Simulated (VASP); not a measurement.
Data:

```
Bi2Se3
1.0
    4.19217     0.00000     0.00000
   -2.09609     3.63053     0.00000
    0.00000     0.00000    30.63232
Bi Se
6 9
Direct
  0.33333   0.66667   0.26567
  0.33333   0.66667   0.06767
  0.00000   0.00000   0.59900
  0.00000   0.00000   0.40100
  0.66667   0.33333   0.93233
  0.66667   0.33333   0.73433
  0.00000   0.00000   0.00000
  0.66667   0.33333   0.12133
  0.00000   0.00000   0.21200
  0.66667   0.33333   0.33333
  0.33333   0.66667   0.45467
  0.66667   0.33333   0.54533
  0.33333   0.66667   0.66667
  0.00000   0.00000   0.78800
  0.33333   0.66667   0.87867
```

Method: PBE GGA, VASP's PBE PAW potentials (set 64) (plane waves; VASP). Settings: PREC = Normal, EDIFF = 1E-5, 400 eV cut-off, 8×8×1 Γ-centred mesh, Gaussian smearing of 0.050 eV, potentials Bi_d Se.

Without a dispersion term in the relaxation, distances and binding between the weakly bound layers, chains or molecules are unreliable, and so is what depends on them.

The ions are relaxed. Predict the relaxed structure.

```
Bi2Se3
1.0
    4.19217     0.00000     0.00000
   -2.09609     3.63053     0.00000
    0.00000     0.00000    30.63232
Bi Se
6 9
Cartesian
  0.00000   2.42035   8.26475
  0.00000   2.42035   1.94604
  0.00000   0.00000  18.47551
  2.09609   3.63053  12.15680
  2.09609   1.21017  28.68627
  2.09609   1.21017  22.36757
  4.19217   0.00000   0.00000
  2.09609   1.21017   3.50442
 -2.09609   3.63053   6.70634
  2.09609   1.21017  10.21076
  0.00000   2.42035  13.71521
  2.09609   1.21017  16.91710
  0.00000   2.42035  20.42155
  4.19217   0.00000  23.92597
  0.00000   2.42035  27.12790
```
Space group R-3m (166), at a tolerance of 0.03 Å.

How much energy does the relaxation gain?

The energy (σ→0) changes by -23.7 meV/atom, in 8 ionic steps.

```csv
step,E(σ→0) (eV),max force (eV/Å),pressure (GPa),volume (Å³)
1,-60.3486,0.542,-2.41,466.22
2,-60.4232,0.397,-2.02,466.22
3,-60.5150,0.547,-0.87,466.22
4,-60.5752,0.455,-0.72,466.22
5,-60.6701,0.253,-0.34,466.22
6,-60.6753,0.191,0.56,466.22
7,-60.7038,0.037,0.09,466.22
8,-60.7038,0.029,0.11,466.22
```

The compound is Bi2Se3 in the tetradymite structure. This run relaxes the ions in a fixed cell. Symmetry was kept, so distortions that lower it aren't found.
